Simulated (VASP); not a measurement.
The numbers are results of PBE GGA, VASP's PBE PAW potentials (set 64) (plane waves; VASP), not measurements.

The input files of a VASP run:

**KPOINTS**
```
kpoints
0
gamma
  12 12 12
```

### POSCAR
```
HfC
2.36640
  0.0000000000   1.0000000000   1.0000000000
  1.0000000000   0.0000000000   1.0000000000
  1.0000000000   1.0000000000   0.0000000000
Hf C
1 1
Cartesian
  0.0000000000   0.0000000000   0.0000000000
  1.0000000000   1.0000000000   1.0000000000
```

INCAR:
```
# general
SYSTEM   =  HfC
PREC     =  Accurate
ENCUT    =  520
LREAL    =  .FALSE.
LASPH    =  .TRUE.

# electronic loop
EDIFF    =  1E-3
NELM     =  100
ALGO     =  Normal
LMAXMIX  =  6

# smearing
ISMEAR   =  1
SIGMA    =  0.1

# functional
GGA      =  PE

# ions
ISIF     =  2

# output
LWAVE    =  .FALSE.
LCHARG   =  .FALSE.
```

POTCAR, in this order: Hf_pv C (PBE.64 set). Program: vasp_std.

Output of the run:

**OSZICAR**
```
       N       E                     dE             d eps       ncg     rms          rms(c)
DAV:   1     0.229021174212E+02    0.22902E+02   -0.77760E+03  1584   0.121E+03
DAV:   2    -0.224090033555E+02   -0.45311E+02   -0.42813E+02  2064   0.211E+02
DAV:   3    -0.242160023005E+02   -0.18070E+01   -0.17713E+01  2037   0.324E+01
DAV:   4    -0.242347327411E+02   -0.18730E-01   -0.18703E-01  1931   0.347E+00
DAV:   5    -0.242350409030E+02   -0.30816E-03   -0.30841E-03  2111   0.343E-01    0.519E+01
DAV:   6    -0.210943318303E+02    0.31407E+01   -0.21462E+01  1782   0.232E+01    0.380E+01
DAV:   7    -0.210081605968E+02    0.86171E-01   -0.75311E-01  1857   0.639E+00    0.243E+01
DAV:   8    -0.210019544338E+02    0.62062E-02   -0.95588E-02  1767   0.286E+00    0.651E+00
DAV:   9    -0.209923944962E+02    0.95599E-02   -0.46757E-02  1785   0.126E+00    0.180E+00
DAV:  10    -0.209921647742E+02    0.22972E-03   -0.10374E-03  1043   0.287E-01
   1 F= -.20992165E+02 E0= -.20992063E+02  d E =-.304232E-03
```

File OUTCAR:
```
------------------------ aborting loop because EDIFF is reached ----------------------------------------
  FORCE on cell =-STRESS in cart. coord.  units (eV):
  Direction    XX          YY          ZZ          XY          YZ          ZX
  --------------------------------------------------------------------------------------
  Total       -1.9405454     -1.9405454     -1.9405454     -0.0000000      0.0000000      0.0000000
  in kB     -117.3113226   -117.3113226   -117.3113226     -0.0000000      0.0000000      0.0000000
  external PRESSURE =    -117.3113226 kB  Pullay stress =       0.0000000 kB
  volume of cell :       26.50
      direct lattice vectors                 reciprocal lattice vectors
     0.000000000  2.366400000  2.366400000    -0.211291413  0.211291413  0.211291413
     2.366400000  0.000000000  2.366400000     0.211291413 -0.211291413  0.211291413
     2.366400000  2.366400000  0.000000000     0.211291413  0.211291413 -0.211291413
 POSITION                                       TOTAL-FORCE (eV/Angst)
 -----------------------------------------------------------------------------------
      0.00000      0.00000      0.00000         0.000000     -0.000000      0.000000
      2.36640      2.36640      2.36640        -0.000000      0.000000     -0.000000
 -----------------------------------------------------------------------------------
    total drift:                                0.000000      0.000000      0.000000
  FREE ENERGIE OF THE ION-ELECTRON SYSTEM (eV)
  ---------------------------------------------------
  free  energy   TOTEN  =       -20.9921647742 eV

  energy  without entropy=      -20.9918605419  energy(sigma->0) =      -20.99206336
```
(Selected blocks of OUTCAR.)

File OUTCAR:
```
 val. band max:        5.4865301027   @ k =   0.0833   0.0000   0.0000

 cond. band min:       5.6141111803   @ k =   0.5000   0.4167   0.0000


 Fermi energy:         5.5815399591

 k-point     1 :       0.0000    0.0000    0.0000
  band No.  band energies     occupation
      1     -24.2823      2.00000
      2     -24.2823      2.00000
      3     -24.2823      2.00000
      4      -6.4836      2.00000
      5       6.5335     -0.00000
      6       6.5335     -0.00000
      7       6.5335     -0.00000
      8       6.9206     -0.00000
      9       6.9206     -0.00000
     10       6.9206     -0.00000
     11       8.7759      0.00000

 k-point     2 :       0.0833    0.0000    0.0000
  band No.  band energies     occupation
      1     -24.3212      2.00000
      2     -24.2862      2.00000
      3     -24.2862      2.00000
      4      -6.3232      2.00000
      5       5.4865      2.03829
      6       5.8012     -0.00805
      7       5.8012     -0.00804
      8       7.2206     -0.00000
      9       7.2207     -0.00000
     10       7.5311     -0.00000
     11       9.5463      0.00000

 k-point     3 :       0.1667    0.0000    0.0000
  band No.  band energies     occupation
      1     -24.4258      2.00000
      2     -24.2968      2.00000
      3     -24.2968      2.00000
      4      -5.8632      2.00000
      5       4.0567      2.00000
      6       4.7916      2.00000
      7       4.7916      2.00000
      8       7.7266      0.00000
      9       7.7267      0.00000
     10       7.9705      0.00000
     11      11.0338      0.00000

 k-point     4 :       0.2500    0.0000    0.0000
  band No.  band energies     occupation
      1     -24.5650      2.00000
      2     -24.3113      2.00000
      3     -24.3113      2.00000
      4      -5.1632      2.00000
      5       2.6133      2.00000
      6       3.9247      2.00000
      7       3.9247      2.00000
      8       8.4058      0.00000
      9       8.4685      0.00000
...
```

Unless said otherwise, spin-orbit coupling is left out, though it shifts the bands of the heavy elements here.

The compound is HfC in the rock salt structure. The cell was not relaxed at this level. The run is one of a series of settings (EDIFF = 1E-3 against the base run), some of them coarse on purpose.
